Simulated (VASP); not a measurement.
Sn:

```xyz
2
Lattice="-2.9196 2.9196 1.5938 2.9196 -2.9196 1.5938 2.9196 2.9196 -1.5938" Properties=species:S:1:pos:R:3 pbc="T T T"
Sn    0.0000    0.0000    0.0000
Sn    0.0000    2.9196    0.7969
```

| Item | Value |
| --- | --- |
| Program | VASP 6.6.1 |
| Task | relaxation of cell and atoms |
| Functional | PBE |
| Potentials or basis | VASP PAW PBE potentials, release 64 (Sn_d) |
| Cutoff | 600 eV |
| k mesh | 16 × 16 × 16 |
| Occupations | methfessel-paxton, width 0.1 eV |
| Spin | no spin polarisation |

At the start: pressure 2.3 GPa; volume 27.17 Å³/atom.

Task: How do energy, volume and symmetry change on relaxing?

Result: Over 7 steps the energy falls by 9.0 meV/atom and the volume is 28.43 Å³/atom (+4.6 %); space group I4_1/amd (No. 141, to 0.05 Å).

Step by step:
| step | energy change (eV) | largest force (eV/Å) | pressure (GPa) | volume (Å³) |
| --- | --- | --- | --- | --- |
| 1 | 0.0000 | 0.0000 | 2.31 | 54.34 |
| 2 | -0.0167 | 0.0000 | -0.51 | 57.48 |
| 3 | -0.0178 | 0.0000 | 0.00 | 56.84 |
| 4 | -0.0178 | 0.0000 | -0.09 | 56.89 |
| 5 | -0.0179 | 0.0000 | -0.13 | 56.87 |
| 6 | -0.0180 | 0.0000 | -0.08 | 56.85 |
| 7 | -0.0180 | 0.0000 | -0.03 | 56.86 |

Final structure:
```cif
data_structure
_symmetry_space_group_name_H-M 'P 1'
_symmetry_Int_Tables_number 1
_cell_length_a 4.5031
_cell_length_b 4.5031
_cell_length_c 4.5031
_cell_angle_alpha 97.311
_cell_angle_beta 97.311
_cell_angle_gamma 138.202
_cell_volume 56.86
loop_
_atom_site_label
_atom_site_type_symbol
_atom_site_fract_x
_atom_site_fract_y
_atom_site_fract_z
_atom_site_occupancy
Sn1 Sn 0.00000 0.00000 0.00000 1
Sn2 Sn 0.75000 0.25000 0.50000 1
```
